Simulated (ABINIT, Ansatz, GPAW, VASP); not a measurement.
## Ti (P1, 3 atoms in the cell) computed with different codes at matched settings

Self-consistent single point.

```xyz
3
Lattice="4.5674 0.0000 0.0000 -2.2837 3.9555 0.0000 0.0000 0.0000 2.8262" Properties=species:S:1:pos:R:3 pbc="T T T"
Ti    -0.0111     0.0333     0.0753
Ti    -0.0279     2.5777     1.3970
Ti     2.3227     1.3445     1.3539
```

Shared settings, as Ansatz (a first-principles code) writes them: kpoints.mp_grid.grid = 3 3 4; scf.occupations.method = fermi_dirac; scf.occupations.width = 0.01 Ry. Potentials and cutoffs stand in the table.

```
code                                                                             model  pressure (GPa)  largest force (eV/Å)   cutoff
------  ------------------------------------------------------------------------------  --------------  --------------------  -------
GPAW                             PBEsol, GPAW PAW datasets PBEsol (made by gpaw-setup)           -3.32                 0.635   850 eV
Ansatz                                         PBEsol, default PAW files made with PBE           -3.60                 0.633  default
ABINIT  PBEsol, norm-conserving pseudopotentials (PseudoDojo nc-sr-04 PBEsol standard)           -3.55                 0.635  1143 eV
VASP                                        PBEsol, VASP's PBE PAW potentials (set 64)           -3.91                 0.642   300 eV
```

Size of the force on each atom (eV/Å): Sizes of forces hide their directions.

| code | Ti1 | Ti2 | Ti3 |
|---|---|---|---|
| GPAW | 0.635 | 0.520 | 0.484 |
| Ansatz | 0.633 | 0.507 | 0.475 |
| ABINIT | 0.635 | 0.509 | 0.477 |
| VASP | 0.642 | 0.511 | 0.478 |

On Ansatz's run: spin polarisation is off.

The spread over the programs that give each value: pressure within 0.59 GPa; largest force within 0.009 eV/Å.

Ansatz's pressure is given at a fixed set of plane waves, as the other plane-wave codes print theirs.

On the base mesh (5 5 7) the same programs gave: GPAW pressure -2.68 GPa; Ansatz pressure -2.96 GPa; ABINIT pressure -2.91 GPa; VASP pressure -3.27 GPa.

The values differ from the base mesh's, so the mesh still matters here: the table compares the programs at equal settings.

VASP's run is marked for a possible Pulay error in its stress at this cutoff; no cutoff test was made.

The starting cell comes from a database of computed structures (which also holds hypothetical and non-ambient phases and stackings), without a prior relaxation at this level. Its atoms were displaced at random from the sites of space group no. 191.

Left out of this page: Quantum ESPRESSO, Elk, FLEUR and SIESTA (not drawn, or without a comparable value); CP2K (on another mesh).

Keys are those of Ansatz 0.2.
